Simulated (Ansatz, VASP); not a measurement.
# Two plane-wave programs on Lu4C3

INCAR

```
ALGO = Normal
EDIFF = 1E-7
EDIFFG = -0.01
ENCUT = 600
GGA = PE
IBRION = 2
ISIF = 3
ISMEAR = 0
LASPH = T
LCHARG = F
LREAL = F
LWAVE = F
NELM = 100
NSW = 100
PREC = Accurate
SIGMA = 0.1
```

Contents of KPOINTS:

```
k-points
0
Gamma
  8 8 8
```

Contents of POSCAR:

```
Lu4C3
1.0
    4.8925001641      0.0000000000      0.0000000000
    0.0000000000      4.8925001641      0.0000000000
    0.0000000000      0.0000000000      4.8925001641
Lu C
4 3
Direct
    0.5000000000      0.5000000000      0.5000000000
    0.5000000000      0.0000000000      0.0000000000
    0.0000000000      0.5000000000      0.0000000000
    0.0000000000      0.0000000000      0.5000000000
    0.5000000000      0.5000000000      0.0000000000
    0.0000000000      0.5000000000      0.5000000000
    0.5000000000      0.0000000000      0.5000000000
```

Input for Ansatz:

```yaml
crystal:
  lattice:
    - [4.8925001641, 0.0, 0.0]
    - [0.0, 4.8925001641, 0.0]
    - [0.0, 0.0, 4.8925001641]
  atoms:
    - { symbol: Lu, position: [0.5, 0.5, 0.5] }
    - { symbol: Lu, position: [0.5, 0.0, 0.0] }
    - { symbol: Lu, position: [0.0, 0.5, 0.0] }
    - { symbol: Lu, position: [0.0, 0.0, 0.5] }
    - { symbol: C, position: [0.5, 0.5, 0.0] }
    - { symbol: C, position: [0.0, 0.5, 0.5] }
    - { symbol: C, position: [0.5, 0.0, 0.5] }
basis:
  ecutwfc: 420
kpoints:
  mp_grid: { grid: [8, 8, 8] }
hamiltonian:
  xc: pbe
scf:
  occupations: { method: gaussian, width: 0.1 }
output:
  forces: true
  stress: true
  eigenvalues: true
  write_density: true
  write_potential: true
  elf: true
  volumetric_format: npy
relax:
  adjacent_minimum: "off"
  f_tol: 0.01
  max_steps: 80
  cell: { stress_tol: 0.05 }
```

Change from the starting cell: species swapped into the W3N4 type (Pm-3m, No. 221).

Alike in both runs: task relaxation of cell and atoms; functional PBE; k mesh 8 × 8 × 8; occupations gaussian, width 0.1 eV; no spin polarisation.

```csv
,VASP,Ansatz
version,VASP 6.6.1,Ansatz 0.2.0
potentials or method,"VASP PAW PBE potentials, release 64 (Lu, C)","scalar-relativistic, plane waves, PAW"
plane-wave cutoff (eV),600,420
valence electrons in the cell,112,112
```

```tsv
	VASP	Ansatz	Ansatz less VASP
gap on the k mesh at the Fermi level, each at its own relaxed structure (eV)	none	none	-
relaxed volume (Å³/atom)	16.79	16.69	-0.102
relaxed cell length with the largest relative difference (Å)	4.898	4.888	-0.0100
```

A gap of «none» marks a metal or a gap that the smearing closes.

Spin-orbit coupling is left out, which matters for the levels of Lu.
